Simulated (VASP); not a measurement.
An input for Quantum ESPRESSO's pw.x (written as the equivalent of a VASP run, and not itself run):

```
&CONTROL
  calculation = 'vc-relax'
  pseudo_dir = './pseudo'
  outdir = './out'
  tprnfor = .true.
  tstress = .true.
  nstep = 40
  forc_conv_thr = 0.00078
/
&SYSTEM
  ibrav = 0
  nat = 2
  ntyp = 2
  ecutwfc = 84
  occupations = 'smearing'
  smearing = 'gaussian'
  degauss = 0.003675
  input_dft = 'pbesol'
/
&ELECTRONS
  conv_thr = 7.3e-08
  electron_maxstep = 100
/
&IONS
/
&CELL
  press = 50
/
ATOMIC_SPECIES
  Ca 40.078 Ca.upf
  O 15.999 O.upf
CELL_PARAMETERS angstrom
     2.8560941    0.0000000    0.0000000
    -0.0000000    2.8560941    0.0000000
     0.0000000    0.0000000    2.8560941
ATOMIC_POSITIONS crystal
  Ca   0.0000000  0.0000000  0.0000000
  O    0.5000000  0.5000000  0.5000000
K_POINTS automatic
  9 9 9 0 0 0
```

Question: Translate this input to VASP (INCAR, KPOINTS, POSCAR, choice of POTCAR).

Answer: Several could match; the one computed here: 
**INCAR**
```
! general
SYSTEM  = CaO
PREC    = Accurate
ENCUT   = 620   ! plane-wave cut-off (eV)
LREAL   = F
LASPH   = T

! electronic loop
EDIFF   = 1E-6
NELM    = 100
ALGO    = Normal

! smearing
ISMEAR  = 0   ! Gaussian
SIGMA   = 0.05   ! width (eV)

! functional
GGA     = PS   ! PBEsol

! ions
IBRION  = 2   ! conjugate gradients
NSW     = 40
ISIF    = 3   ! ions, shape and volume
EDIFFG  = -0.02
PSTRESS = 50   ! kbar

! output
LWAVE   = F
LCHARG  = F
```

File POSCAR:
```
CaO
1
    2.8560940790     0.0000000000     0.0000000000
   -0.0000000000     2.8560940790     0.0000000000
    0.0000000000     0.0000000000     2.8560940790
Ca O
1 1
Direct
  0.0000000000   0.0000000000   0.0000000000
  0.5000000000   0.5000000000   0.5000000000
```

KPOINTS:
```
K-points
0
gamma
 9 9 9
0 0 0
```

POTCAR, in this order: Ca_sv O (PBE.64 set). Program: vasp_std.

The two are equivalent in intent, not identical: the potentials are each code's own (VASP's PAW set, PseudoDojo norm-conserving files in pw.x), so ENCUT and ecutwfc are chosen apart and not converted; conv_thr bounds pw.x's estimated SCF error, while EDIFF bounds the energy change between steps; forc_conv_thr acts on force components and is met together with etot_conv_thr.

The structure was generated: CaO was put into the CsCl type type (Pm-3m), which need not be its known phase. It was relaxed first under an external pressure of 5 GPa.
